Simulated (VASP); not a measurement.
Given:

```xyz
2
Lattice="0.0000 3.3300 3.3300 3.3300 0.0000 3.3300 3.3300 3.3300 0.0000" Properties=species:S:1:pos:R:3 pbc="T T T"
Sr     0.0000     0.0000     0.0000
Te     3.3300     3.3300     3.3300
```

Method: rev-vdW-DF2, VASP's PBE PAW potentials (set 64) (plane waves; VASP). Numerical set-up: 520 eV cut-off, 6×6×6 Γ-centred mesh, Gaussian smearing of 0.050 eV, potentials Sr_sv Te.

Unless said otherwise, spin-orbit coupling is left out, though it shifts the bands of the heavy elements here.

Question: What does the run give for the energy per atom (σ→0), band gap (on the k-mesh) with the smallest direct gap where there is one?

Answer: 
* **band gap (on the k-mesh)**: 1.67 eV
* **smallest direct gap (on the k-mesh)**: 2.41 eV
* **energy per atom (σ→0)**: -2.345 eV/atom

Total energies compare only between runs with the same potentials, cut-off and functional.

The compound is SrTe in the rock salt structure. The cell was not relaxed at this level.
